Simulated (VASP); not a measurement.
OSZICAR of a VASP run on TiC (rock salt):

File OSZICAR:
```
       N       E                     dE             d eps       ncg     rms          rms(c)
DAV:   1     0.126993548736E+03    0.12699E+03   -0.92572E+03  2496   0.176E+03
DAV:   2    -0.136599746075E+02   -0.14065E+03   -0.13398E+03  2576   0.403E+02
DAV:   3    -0.238054771692E+02   -0.10146E+02   -0.97695E+01  3348   0.101E+02
DAV:   4    -0.243481270336E+02   -0.54265E+00   -0.54188E+00  3236   0.218E+01
DAV:   5    -0.243646576203E+02   -0.16531E-01   -0.16529E-01  3444   0.339E+00    0.184E+01
DAV:   6    -0.194242514880E+02    0.49404E+01   -0.32768E+01  3012   0.703E+01    0.733E+00
DAV:   7    -0.187538441145E+02    0.67041E+00   -0.50613E+00  3136   0.287E+01    0.480E+00
DAV:   8    -0.187162013534E+02    0.37643E-01   -0.13198E-01  2652   0.478E+00    0.313E+00
DAV:   9    -0.187118419209E+02    0.43594E-02   -0.18970E-01  2804   0.559E+00    0.849E-01
DAV:  10    -0.187083039028E+02    0.35380E-02   -0.17408E-02  3532   0.189E+00    0.621E-01
DAV:  11    -0.187063568562E+02    0.19470E-02   -0.85417E-03  2704   0.143E+00    0.120E-01
DAV:  12    -0.187063577042E+02   -0.84800E-06   -0.44144E-04  2820   0.298E-01    0.398E-02
DAV:  13    -0.187063423716E+02    0.15333E-04   -0.21841E-05  3432   0.559E-02    0.128E-02
DAV:  14    -0.187063399062E+02    0.24654E-05   -0.15912E-06  2896   0.116E-02    0.273E-03
DAV:  15    -0.187063398444E+02    0.61834E-07   -0.21697E-07  2652   0.584E-03
   1 F= -.18706340E+02 E0= -.18706379E+02  d E =0.116042E-03
```

### Question
Which electronic solver shows in the log?

### Answer
It is blocked Davidson (ALGO = Normal, or the opening steps of other solvers). The INCAR had ALGO = Normal.

### Question
Can the final energy be trusted as converged?

### Answer
The calculation finished and met its thresholds. It stopped with EDIFF = 1E-7, NELM = 100 (PBE GGA, plane waves, VASP's PBE PAW potentials (set 64)).

The compound is TiC in the rock salt structure. This cell was strained or had an atom moved on purpose.
